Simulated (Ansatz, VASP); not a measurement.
**Two plane-wave programs on Hf2TaO3**

```
Hf Ta O
1.0
     2.64359    1.52628    3.83830
    -2.64359    1.52628    3.83830
     0.00000   -3.05255    3.83830
Hf Ta O
2 1 3
Cartesian
  0.0000 0.0000 8.2454
  0.0000 0.0000 3.2695
  0.0000 0.0000 0.0000
  -1.3218 0.7631 1.9192
  1.3218 0.7631 1.9192
  0.0000 -1.5263 1.9192
```

Change from the starting cell: species swapped into the Zr2VCo3 type (R-3m, No. 166).

Alike in both runs: functional PBE; k mesh 6 × 6 × 6; occupations gaussian, width 0.1 eV; no spin polarisation.

Ansatz relaxed the structure, and its values are those at the end. VASP's run is a single point on that final structure, the one shown.

|  | VASP | Ansatz |
| --- | --- | --- |
| version | VASP 6.6.1 | Ansatz 0.2.0 |
| potentials or method | VASP PAW PBE potentials, release 64 (Hf_pv, Ta_pv, O) | scalar-relativistic, plane waves, PAW |
| plane-wave cutoff (eV) | 520 | 420 |
| valence electrons in the cell | 49 | 83 |

|  | VASP | Ansatz | Ansatz less VASP |
| --- | --- | --- | --- |
| gap on the k mesh at the Fermi level (eV) | none | none | - |
| pressure (GPa) | -1.0 | 0.1 | +1.17 |
| rms of the force components (eV/Å) | 0.070 | 0.008 | -0.0624 |

A gap of «none» marks a metal or a gap that the smearing closes. The functional is the same, so the differences come from potentials, cutoffs and numerics. The two sets of potentials don't hold the same shells in valence.

Caveats: an odd number of electrons without spin polarisation forces a metal; a magnetic or distorted state may lie lower. The runs have no spin-orbit coupling, so splittings on Hf, Ta are missing.
